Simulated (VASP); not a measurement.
VASP input:

### POSCAR
```
Ga2As4B2
1
    5.1593553795     0.0000000000    -0.0000000000
    0.0000000000     5.1593553795     0.0000000000
    0.0000000000    -0.0000000000     5.3588383636
Ga As B
2 4 2
Direct
  1.0000000000   1.0000000000   0.0000000000
  0.5000000000   0.5000000000   0.0000000000
  0.2500000000   0.2500000000   0.2875478308
  0.7500000000   0.7500000000   0.2875478308
  0.7500000000   0.2500000000   0.7124521692
  0.2500000000   0.7500000000   0.7124521692
  0.5000000000   0.0000000000   0.5000000000
  0.0000000000   0.5000000000   0.5000000000
```

INCAR:
```
LMAXMIX=4   ! l cut-off of mixed one-centre charges
NEDOS=601
EDIFF=1E-7   ! SCF stop (eV)
LORBIT=11   ! lm-projected
LREAL=.FALSE.
SYSTEM=Ga2As4B2
NELM=100
ENCUT=520   ! plane-wave cut-off (eV)
LCHARG=.TRUE.
GGA=PS   ! PBEsol
PREC=Accurate
ISMEAR=-5
ISIF=2   ! forces and stress, cell fixed
LASPH=.TRUE.
ALGO=Normal
LWAVE=.FALSE.
```

File KPOINTS:
```
Automatic mesh
0
Gamma
6 6 6
0 0 0
```

POTCAR, in this order: Ga_d As B (PBE.64 set). Program: vasp_std.

Translate this PBEsol calculation to Quantum ESPRESSO's pw.x.

One equivalent input (not run):
```
&CONTROL
  calculation = 'scf'
  pseudo_dir = './pseudo'
  outdir = './out'
  tprnfor = .true.
  tstress = .true.
/
&SYSTEM
  ibrav = 0
  nat = 8
  ntyp = 3
  ecutwfc = 84
  occupations = 'tetrahedra'
  input_dft = 'pbesol'
/
&ELECTRONS
  conv_thr = 7.3e-09
  electron_maxstep = 100
/
ATOMIC_SPECIES
  Ga 69.723 Ga.upf
  As 74.922 As.upf
  B 10.810 B.upf
CELL_PARAMETERS angstrom
     5.1593554    0.0000000   -0.0000000
     0.0000000    5.1593554    0.0000000
     0.0000000   -0.0000000    5.3588384
ATOMIC_POSITIONS crystal
  Ga   1.0000000  1.0000000  0.0000000
  Ga   0.5000000  0.5000000  0.0000000
  As   0.2500000  0.2500000  0.2875478
  As   0.7500000  0.7500000  0.2875478
  As   0.7500000  0.2500000  0.7124522
  As   0.2500000  0.7500000  0.7124522
  B    0.5000000  0.0000000  0.5000000
  B    0.0000000  0.5000000  0.5000000
K_POINTS automatic
  6 6 6 0 0 0
```
The two are equivalent in intent, not identical: the potentials are each code's own (VASP's PAW set, PseudoDojo norm-conserving files in pw.x), so ENCUT and ecutwfc are chosen apart and not converted; conv_thr bounds pw.x's estimated SCF error, while EDIFF bounds the energy change between steps.

The structure was generated: Ga2As4B2 was put into an ordered model structure (P-4m2), which need not be its known phase. It was relaxed first.
